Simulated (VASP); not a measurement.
A snapshot from molecular dynamics of C, step 181; the first frame, the perfect lattice, has an electronic free energy F (no ionic kinetic energy) of -9.005 eV/atom.

Consider the following.

```
C
1.0
    7.13400     0.00000     0.00000
    0.00000     7.13400     0.00000
    0.00000     0.00000     7.13400
C
64
Direct
  0.50185   0.00006   0.00269
  0.62742   0.12511   0.12889
  0.75279   0.25252   0.99911
  0.87639   0.37381   0.12608
  0.74718   0.99834   0.24964
  0.86962   0.12275   0.37949
  0.00419   0.00212   0.99881
  0.12414   0.12873   0.12576
  0.25414   0.25263   0.00429
  0.37732   0.37823   0.12939
  0.50171   0.50617   0.99755
  0.62515   0.62693   0.12072
  0.75134   0.75316   0.99972
  0.87219   0.87685   0.12815
  0.24800   0.99762   0.25199
  0.37708   0.12480   0.37258
  0.49859   0.24874   0.24890
  0.62547   0.37558   0.37502
  0.74835   0.50399   0.25020
  0.87337   0.62705   0.37243
  0.49621   0.99784   0.49787
  0.62162   0.12541   0.62520
  0.74509   0.25069   0.50051
  0.87335   0.37676   0.61997
  0.75011   0.99754   0.75019
  0.87855   0.12773   0.87242
  0.00177   0.49742   0.00125
  0.12124   0.62261   0.12783
  0.24395   0.75445   0.99902
  0.37023   0.87666   0.12377
  0.00111   0.24433   0.25149
  0.12851   0.37356   0.37337
  0.25128   0.49719   0.25091
  0.37381   0.62022   0.37727
  0.49722   0.75290   0.24720
  0.62464   0.87286   0.37340
  0.99794   0.99873   0.49869
  0.12019   0.12409   0.62635
  0.24748   0.24692   0.50308
  0.37350   0.37153   0.63147
  0.50064   0.49716   0.50100
  0.62548   0.62387   0.62489
  0.74953   0.75271   0.50029
  0.87529   0.87407   0.62941
  0.25178   0.00147   0.74959
  0.37491   0.12654   0.87936
  0.49903   0.24775   0.75545
  0.62904   0.37444   0.87620
  0.75364   0.49571   0.74718
  0.87380   0.61748   0.87258
  0.99557   0.75347   0.24616
  0.12377   0.87205   0.37494
  0.00220   0.50303   0.49638
  0.12572   0.62432   0.62311
  0.24785   0.75192   0.49901
  0.37491   0.87588   0.62253
  0.00260   0.25403   0.74794
  0.12996   0.37545   0.87400
  0.25229   0.50064   0.75021
  0.37797   0.62580   0.87129
  0.50400   0.75054   0.74715
  0.62922   0.87583   0.87352
  0.99974   0.74481   0.75055
  0.12698   0.87642   0.87459
```

The numbers are results of PBE GGA, VASP's PBE PAW potentials (set 64) (plane waves; VASP), not measurements. Numerical set-up: PREC = Normal, LREAL = Auto, ISYM = 0, EDIFF = 1E-5, 400 eV cut-off, 1×1×1 Γ-centred mesh, Fermi-Dirac smearing of 0.026 eV, potentials C.

Q: Give F per atom of this frame and the forces (eV/Å).

A: -8.989 eV/atom.
| atom | Fx | Fy | Fz |
|---|---|---|---|
| C1 | -0.42 | 0.08 | -0.58 |
| C2 | -0.63 | 0.12 | -1.41 |
| C3 | -0.08 | -0.88 | 0.75 |
| C4 | -0.03 | 0.15 | 0.16 |
| C5 | 0.44 | 0.56 | 0.90 |
| C6 | 0.93 | 0.03 | -1.10 |
| C7 | -1.16 | 0.27 | 0.12 |
| C8 | 0.71 | -1.41 | 0.13 |
| C9 | -0.77 | -0.11 | -0.59 |
| C10 | 0.09 | -0.32 | -1.62 |
| C11 | 0.14 | -1.44 | 0.45 |
| C12 | -0.23 | 0.72 | 0.88 |
| C13 | -0.03 | -1.18 | -0.46 |
| C14 | 0.99 | 0.28 | -1.81 |
| C15 | 0.20 | 1.05 | -0.71 |
| C16 | -1.36 | -0.48 | 0.94 |
| C17 | 1.03 | 0.77 | 0.62 |
| C18 | -0.67 | -0.11 | -0.17 |
| C19 | 0.33 | -1.01 | -0.47 |
| C20 | 0.26 | 0.41 | 0.47 |
| C21 | 1.19 | 0.73 | 0.02 |
| C22 | 0.16 | -0.64 | 0.28 |
| C23 | 0.90 | -0.23 | -0.11 |
| C24 | 1.06 | -0.41 | 0.53 |
| C25 | 0.50 | 1.44 | -0.14 |
| C26 | -0.56 | -0.25 | 0.51 |
| C27 | -0.32 | -0.07 | -0.27 |
| C28 | 0.65 | 0.97 | -1.13 |
| C29 | 1.76 | -1.58 | 0.24 |
| C30 | 0.77 | -0.32 | 0.36 |
| C31 | -0.96 | 1.60 | 0.30 |
| C32 | -1.02 | -0.37 | 0.75 |
| C33 | -0.34 | 0.78 | 0.22 |
| C34 | 0.22 | 1.40 | -0.57 |
| C35 | 0.16 | -1.47 | 0.47 |
| C36 | -0.75 | 0.58 | 0.27 |
| C37 | -0.17 | -0.23 | 1.29 |
| C38 | 1.30 | 0.06 | -0.71 |
| C39 | 0.83 | 0.47 | -0.54 |
| C40 | 0.55 | 0.29 | -1.32 |
| C41 | -0.44 | 0.16 | 0.37 |
| C42 | 0.34 | 0.00 | -0.35 |
| C43 | 0.07 | -1.07 | -0.03 |
| C44 | -0.13 | -0.33 | -1.30 |
| C45 | -0.61 | -0.23 | 0.35 |
| C46 | 0.56 | -0.54 | -0.17 |
| C47 | 0.34 | 0.45 | -0.51 |
| C48 | -0.91 | 0.14 | -0.42 |
| C49 | -1.21 | 0.82 | 0.29 |
| C50 | 1.02 | 1.65 | 0.97 |
| C51 | 0.74 | -1.25 | 1.34 |
| C52 | -0.43 | 0.98 | -0.34 |
| C53 | -0.61 | -0.79 | -0.19 |
| C54 | -0.03 | 0.23 | 0.38 |
| C55 | 0.48 | -1.19 | 0.34 |
| C56 | -0.05 | -0.10 | 0.34 |
| C57 | -0.64 | -0.73 | 0.03 |
| C58 | -0.62 | 0.28 | 0.69 |
| C59 | -0.14 | -0.01 | -0.18 |
| C60 | -0.85 | 0.83 | 0.72 |
| C61 | -0.76 | 0.06 | 0.38 |
| C62 | -1.03 | -0.08 | 0.57 |
| C63 | 0.17 | 0.89 | -0.03 |
| C64 | -0.90 | -0.44 | -0.22 |

The cell is a supercell, built from C (diamond). Its lattice is the typed one, not relaxed at this level.
